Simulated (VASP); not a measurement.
Write the native input for VASP 6.6.1 that does the following.

```
Task                   : single point
Functional             : PBE
Potentials or basis    : VASP PAW PBE potentials, release 64 (Al, C)
Cutoff                 : 520 eV
k mesh                 : 4 × 4 × 4
Occupations            : gaussian, width 0.1 eV
Spin                   : no spin polarisation
Dipole correction      : no
Further INCAR settings : ALGO = Fast; EDIFF = 1e-06; NBANDS = 22
```

The structure of AlC6 lies in POSCAR:

```
AlC6
1.0
    4.5328788500      0.0000000000      0.0000000000
    0.0000000000      4.5328788500      0.0000000000
    0.0000000000      0.0000000000      4.5328788500
Al C
1 6
Direct
    0.0000000000      0.0000000000      0.0000000000
    0.2016845000      0.5000000000      0.5000000000
    0.5000000000      0.5000000000      0.7983155000
    0.5000000000      0.5000000000      0.2016845000
    0.5000000000      0.2016845000      0.5000000000
    0.5000000000      0.7983155000      0.5000000000
    0.7983155000      0.5000000000      0.5000000000
```

The cell was built by a generator and needn't be a form met in nature.

The cell isn't the ideal one: species swapped into the CaB6 type (Pm-3m, No. 221).

These files were run (other wordings do the same):

INCAR

```
PREC     = Accurate       # precision mode
ENCUT    = 520            # plane-wave cutoff, eV
EDIFF    = 1E-6           # SCF threshold, eV
ISMEAR   = 0              # smearing method
SIGMA    = 0.1            # smearing width, eV
LREAL    = False          # projectors in reciprocal space
LASPH    = True           # aspherical terms in the spheres
NELM     = 100            # most SCF steps
ALGO     = Fast           # electronic algorithm
ISIF     = 2              # what is computed and relaxed
LWAVE    = False          # write WAVECAR
LCHARG   = True           # write CHGCAR
GGA      = PE             # functional
LELF     = True           # ELF
LVHAR    = True         
NBANDS   = 22             # bands
```

KPOINTS

```
regular mesh
0
Gamma
  4 4 4
```

Potentials or basis: VASP PAW PBE potentials, release 64 (Al, C).

Launch:

```console
$ cat potpaw_PBE.64/Al/POTCAR potpaw_PBE.64/C/POTCAR > POTCAR
$ mpirun -np 1 vasp_std > vasp.out
```

It gave:

| Quantity | Value |
| --- | --- |
| Pressure | -18.8 GPa |
| Largest force | 0.474 eV/Å |
| Band gap on the k mesh | none (metal or under the smearing width) |

Caveat: so large a pressure means that the cell lies far from this level's equilibrium, or that cutoff or potentials fall short.

It took 13 s on 1 thread of Intel(R) Xeon(R) Platinum 8559C (Emerald Rapids) (shared host), peak memory 0.19 GiB.
